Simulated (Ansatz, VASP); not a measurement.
**RbZnH3: VASP beside Ansatz**

One calculation is typed for both programs; each brings its own data sets. How far apart do they land? The cell is generated by rule, not measured, and may not be a known phase. The cell is taken from a series of runs on this material, whose earlier steps may have relaxed, scaled, displaced or heated it; both programs get it as it stands.

Main program and level: Ansatz 0.2.0; plane waves, with VASP 6.6.1 beside it; zone-centre phonons at PBEsol.

The structure was built from a prototype and need not be the compound's stable phase.

## Step 1: The structure

Symmetry: Pmc2_1, No. 26, orthorhombic system. The conventional cell has a = 5.368 Å, b = 5.777 Å, c = 5.142 Å, α = 90.00°, β = 90.00°, γ = 90.00°. Nearest to Rb lie 8 H at 2.84 to 3.01 Å. Nearest to Zn lie 4 H at 1.60 to 1.73 Å. H has 2 Zn at 1.71 to 1.73 Å and 6 H at 2.62 to 2.69 Å and 2 Rb at 3.01 Å nearest. Nearest to H lie 1 Zn at 1.60 Å and 4 H at 2.50 to 2.87 Å and 3 Rb at 2.84 to 2.90 Å. Farther neighbours are not listed.

## Step 2: Ansatz: zone-centre phonons, PBEsol

Ansatz runs on its PAW soft_1 files.

Second derivatives magnify differences that forces hide, and they need a tight electronic threshold.

Contents of input.yaml:

```yaml
crystal:
  lattice:
    - [5.3682094141, 0.0, 0.0]
    - [0.0, 5.7773161094, 0.0]
    - [0.0, 0.0, 5.1417966217]
  atoms:
    - { symbol: Rb, position: [0.0, 0.2538979378, 0.4887926844] }
    - { symbol: Rb, position: [0.0, 0.7461020622, 0.9887926844] }
    - { symbol: Zn, position: [0.5, 0.823267104, 0.4662101615] }
    - { symbol: Zn, position: [0.5, 0.176732896, 0.9662101615] }
    - { symbol: H, position: [0.5, 0.9315887631, 0.1525562933] }
    - { symbol: H, position: [0.2327973769, 0.2953702632, 0.995457243] }
    - { symbol: H, position: [0.5, 0.0684112369, 0.6525562933] }
    - { symbol: H, position: [0.2327973769, 0.7046297368, 0.495457243] }
    - { symbol: H, position: [0.7672026231, 0.7046297368, 0.495457243] }
    - { symbol: H, position: [0.7672026231, 0.2953702632, 0.995457243] }
kpoints:
  mp_grid: { grid: [4, 4, 4] }
hamiltonian:
  xc: pbesol
  pseudopotentials: { kind: paw, azcp: { folder: soft_1 }, xc_functional: pbe }
scf:
  occupations: { method: fixed }
output:
  eigenvalues: true
phonons:
  method: dfpt
  dielectric: true
  rigid_motions: translations
```

Started as:

```sh
$ ansatz run input.yaml --threads 4 --pin off --max-ram 16384MiB --backend cpu --events-out ev --progress --plain --runs-dir out
```

Numbers of over 12 decimals in the logs are rounded to 6 here.

The log of the run:

```text
Engine: ansatz 0.2.0, aarch64-unknown-linux-gnu
Pseudopotentials: kind: paw
Pseudopotential: Rb, paw, valence charge 9, recommended cutoff 420 eV (normal), soft_1/Rb.paw.azcp
Pseudopotential: Zn, paw, valence charge 12, recommended cutoff 420 eV (normal), soft_1/Zn.paw.azcp
Pseudopotential: H, paw, valence charge 1, recommended cutoff 420 eV (normal), soft_1/H.paw.azcp
Functional definition: PBEsol
  exchange = pbesol_x
  correlation = pbesol_c
Crystal: 10 atoms, lattice volume = 159.467 Å³
Basis set: ecut = 420 eV, 3123 PW (Γ), exchange–correlation on 72×80×72 points (8 copies of the dense FFT grid, shifted against one another)
Bands: 34, of which v1, the nominal top of the filled ones, is band 24 counted from 1 (23 counted from 0)
Symmetry: 4 space group operations
k-points: 36 of 64 (irreducible under 1 space group operation, time reversal used)
Non-local potential: Rb, projectors of the file, l = 0: 3, l = 1: 2, l = 2: 2
Non-local potential: Zn, projectors of the file, l = 0: 2, l = 1: 2, l = 2: 3, l = 3: 1
Non-local potential: H, projectors of the file, l = 0: 2, l = 1: 1
PAW form: soft (Blöchl's): semilocal exchange-correlation on the pseudo side does not see the compensation charge
PAW frozen core: Rb, regenerated for the run's functional, and the local potential with it (the file was generated under x = pbe(κ = 0.804, μ = 0.219515), c = pbe(β = 0.066725))
PAW frozen core: Zn, regenerated for the run's functional, and the local potential with it (the file was generated under x = pbe(κ = 0.804, μ = 0.219515), c = pbe(β = 0.066725))
PAW one-centre angular grid: Rb, 110 points (default); XC on 64 Gauss nodes
PAW one-centre angular grid: Zn, 590 points (default); XC on 64 Gauss nodes
PAW one-centre angular grid: H, 110 points (default); XC on 64 Gauss nodes
Initial density: superposition of atomic densities (chi_scale 0.1, normalization cell, long waves kept (reshape's long-wave potential 0.05 eV rms))
Initial wavefunctions: pseudopotential atomic-orbital guess
Functional: x = pbesol(κ = 0.804, μ = 0.123457), c = pbesol(β = 0.046)
SCF iter   1: F=—  HF=-13095.565746 eV  |F-HF|=—  |Δ(HF+E_count)|=         —  Δρ=1.19e-1  dr2=1.74e1  ethr=3.10e-3  ⟨swp⟩=4.8  Hψ=4845  notcnv=0  defer=270
preconditioner: auto → Resta (q_TF=auto, 2.234 Å⁻¹)  ε∞=4.6  [insulator: Δε(μ)=2.537 eV  Ē_g=10.318 eV  n_scr=28 (ndim 8)  ℏωp=19.5 eV  f_vac=0.000  ε∞_Penn≈4.6]
SCF iter   2: F=—  HF=-13092.533978 eV  |F-HF|=—  |Δ(HF+E_count)|=    3.03e0  Δρ=6.07e-2  dr2=2.83e0  ethr=3.10e-3  ⟨swp⟩=3.1  Hψ=3016  notcnv=0  defer=257
SCF iter   3: F=—  HF=-13091.236325 eV  |F-HF|=—  |Δ(HF+E_count)|=    1.30e0  Δρ=1.73e-2  dr2=5.83e-1  ethr=3.10e-3  ⟨swp⟩=2.0  Hψ=2302  notcnv=0  defer=152
SCF iter   4: F=—  HF=-13091.122808 eV  |F-HF|=—  |Δ(HF+E_count)|=   1.14e-1  Δρ=5.34e-3  dr2=4.47e-2  ethr=1.21e-3  ⟨swp⟩=2.2  Hψ=2144  notcnv=0  defer=286
SCF iter   5: F=—  HF=-13091.141502 eV  |F-HF|=—  |Δ(HF+E_count)|=   1.87e-2  Δρ=3.13e-3  dr2=1.23e-2  ethr=9.31e-5  ⟨swp⟩=2.8  Hψ=1771  notcnv=0  defer=288
SCF iter   6: F=—  HF=-13091.141478 eV  |F-HF|=—  |Δ(HF+E_count)|=   2.39e-5  Δρ=4.99e-4  dr2=3.54e-4  ethr=2.56e-5  ⟨swp⟩=2.0  Hψ=1729  notcnv=0  defer=288
SCF iter   7: F=—  HF=-13091.142011 eV  |F-HF|=—  |Δ(HF+E_count)|=   5.33e-4  Δρ=6.90e-4  dr2=4.66e-4  ethr=7.37e-7  ⟨swp⟩=2.0  Hψ=2290  notcnv=0  defer=288
SCF iter   8: F=—  HF=-13091.141911 eV  |F-HF|=—  |Δ(HF+E_count)|=   9.95e-5  Δρ=1.87e-4  dr2=3.81e-5  ethr=7.37e-7  ⟨swp⟩=2.0  Hψ=1582  notcnv=0  defer=235
SCF iter   9: F=—  HF=-13091.141903 eV  |F-HF|=—  |Δ(HF+E_count)|=   7.83e-6  Δρ=1.56e-5  dr2=2.84e-7  ethr=7.93e-8  ⟨swp⟩=2.0  Hψ=1651  notcnv=0  defer=167
SCF iter  10: F=—  HF=-13091.141900 eV  |F-HF|=—  |Δ(HF+E_count)|=   3.10e-6  Δρ=3.00e-6  dr2=1.33e-8  ethr=5.91e-10  ⟨swp⟩=2.1  Hψ=1734  notcnv=0  defer=146
SCF iter  11: F=—  HF=-13091.141900 eV  |F-HF|=—  |Δ(HF+E_count)|=   2.69e-9  Δρ=9.05e-7  dr2=8.18e-10  ethr=2.78e-11  ⟨swp⟩=2.0  Hψ=1873  notcnv=0  defer=146
SCF iter  12: F=-13091.141900 eV  HF=-13091.141900 eV  |F-HF|=1.46e-11  |Δ(HF+E_count)|=  1.75e-10  Δρ=1.32e-7  dr2=2.64e-11  ethr=1.00e-12  ⟨swp⟩=17.1  Hψ=9894  notcnv=0
SCF 1 converged in 12 iterations: F = -13091.141900 eV  dr2 = 2.64e-11
  greatest PAW one-centre occupation: 0.983 electrons in one spin orbital (limit 2), on the Zn atom at site 2 (counted from 0), in its partial waves of l = 2
DFPT response loops at Γ: preconditioner auto → Resta (q_TF=auto, 2.234 Å⁻¹)  ε∞=4.5 (no band partly filled); β = 1.00, the filter's whole step (`scf.mixing.beta` (0.50) is not read by the response loops at its default; to damp them type it under 1.00, their step now; it binds the ground state too); Broyden in place of MSR1
── the response to a field inside a basis, on 6×6×6 k-points: an SCF that follows is theirs, and a resumed run solves both again ──
[...]
Internal energy: -13091.141900 eV  (E = F + TS)
E sigma→0 (E₀):  -13091.141900 eV
Fermi energy:    2.754691 eV
--- Per-component energies (eV) ---
  E_band       = -234.063822
  E_kinetic    = 737.447211
  E_local      = -5942.485238  (includes V_loc(G=0)·N_el)
  E_nonlocal   = 2015.908799
  E_hartree    = 2151.960445
  E_xc         = -454.278362
  E_vxc        = -429.158468  (∫ρ·V_xc dr)
  E_paw        = -8866.019695  (= ΣΔE_a)
  E_vpaw       = -919.691239  (= ΣTr[D̂ρ^β])
  E_aug_tail   = -0.005980  (compensation charges beyond the density's cutoff)
  E_ewald      = -2735.511136
  E_core_change = 1.842054  (= ΣΔE_core)
  E_smearing   = -0.000000  (= −TS)
  E_closure    = -0.000000  (closes the sum)
  Σ components = -13091.141900   (vs F -13091.141900, Δ=0.00e0)
--- Band table (eV; the first three rows and the last of 36) ---
  k-point 0: bands = [... 20 lower, 1.5047, 1.6004, 1.8051, 2.4172, 6.1073, 6.4981, 6.9685, 7.5411, ... 6 higher]
  k-point 1: bands = [... 20 lower, 1.4411, 1.6386, 1.7766, 2.1770, 6.5134, 6.9479, 7.2422, 7.4096, ... 6 higher]
  k-point 2: bands = [... 20 lower, 1.6472, 1.6472, 1.8536, 1.8536, 6.5091, 6.5091, 7.5756, 7.5756, ... 6 higher]
  k-point 35: bands = [... 20 lower, 1.2742, 1.2742, 1.6650, 1.6650, 6.3965, 6.3965, 8.8351, 8.8351, ... 6 higher]
--- Phonons (Γ-DFPT): 12 representative perturbations + reference, on 36 of 64 k-points (Σ response iterations 46) ---
  k mesh reduced under 1 symmetry operation, with k and −k counted as one. Each operation leaves every solved perturbation unchanged. A smaller set is not considered because the run solves the response to a homogeneous field
  ASR residual: 1.447e-4 → 0.000e0 eV/Å²; symmetrization residual: 8.194e-7 eV/Å²
  ASR residual per site (eV/Å²): 9.22e-5 9.22e-5 1.45e-4 1.45e-4 2.90e-5 2.70e-5 2.90e-5 2.70e-5 2.70e-5 2.70e-5
  Γ frequencies (cm⁻¹): -22.57 0.00 0.00 0.00 63.57 63.69 80.01 85.33 85.40 101.70 103.78 138.89 195.25 327.84 388.59 474.45 531.28 580.65 597.30 614.45 646.68 675.82 708.67 793.85 1543.92 1544.27 1620.12 1620.29 1679.43 1683.00
  ε∞ (high-frequency dielectric tensor):
        3.523468     0.000000     0.000000
        0.000000     3.321098     0.000000
        0.000000     0.000000     3.722760
  softest optical mode at Γ: -22.57 cm⁻¹; the repairs (sum rule, projections) moved no ω² at Γ by more than (3.91 cm⁻¹)²
  Born effective charges Z* (e; rows j = field, columns β = displacement):
    site 0:
         1.24225    0.00000    0.00000
        -0.00000    1.11690   -0.01751
        -0.00000   -0.01794    1.13637
    site 1:
         1.24225    0.00000    0.00000
        -0.00000    1.11690    0.01751
        -0.00000    0.01794    1.13637
    site 2:
         0.89808    0.00000    0.00000
        -0.00000    0.92064   -0.10247
         0.00000    0.26499    1.36306
    site 3:
         0.89808    0.00000    0.00000
        -0.00000    0.92064    0.10247
         0.00000   -0.26499    1.36306
    site 4:
        -0.45163    0.00000    0.00000
        -0.00000   -0.71393    0.38199
         0.00000    0.39719   -1.14352
    site 5:
        -0.84435    0.16790    0.02764
         0.18672   -0.66181   -0.05289
         0.03000    0.01711   -0.67796
    site 6:
        -0.45163    0.00000    0.00000
        -0.00000   -0.71393   -0.38199
         0.00000   -0.39719   -1.14352
    site 7:
[...]
site 8:
[...]
site 9:
[...]
Z* charge neutrality: 2.775e-3 e pre-enforcement
  solved inside a basis spanned on kpoints, on 6×6×6 k-points, its susceptibility summed on 6×6×8: ε∞ is read to err by 1.2e-2, Z* by 1.3e-2 e (field_mesh: kpoints solves on kpoints); Z* is corrected for what the basis lacks
  optical modes at Γ without the LO–TO term, one row a degenerate level:
      ω (cm⁻¹)  modes    IR ((D/Å)²/amu)
[...]
optical modes at Γ + LO–TO along q̂ = [1.0000, 0.0000, 0.0000]:
      ω (cm⁻¹)  modes    IR ((D/Å)²/amu)
[...]
optical modes at Γ + LO–TO along q̂ = [0.0000, 1.0000, 0.0000]:
      ω (cm⁻¹)  modes    IR ((D/Å)²/amu)
[...]
optical modes at Γ + LO–TO along q̂ = [0.0000, 0.0000, 1.0000]:
      ω (cm⁻¹)  modes    IR ((D/Å)²/amu)
[...]
761.62      1            60.8743
        793.85      1             2.5705
       1544.27      1            31.7645
       1593.86      1            48.8652
       1620.12      1            56.2528
       1620.29      1             0.0000
       1679.43      1             3.2228
       1683.23      1             0.3661
```

(Continued in part 2 of 3.)

[Lines on the potential files, build, host, timing and source positions are cut from VASP's logs without a mark.]

[Logs are printed without paths, hosts, clocks, repeated set-up lines and the standing remarks that a program may print on its own settings, such as how far it seeks lower states.]

[Hosts, paths, dates, database ids (printed as entryN), source tags and the programs' standing remarks are cut or masked in the printed files.]
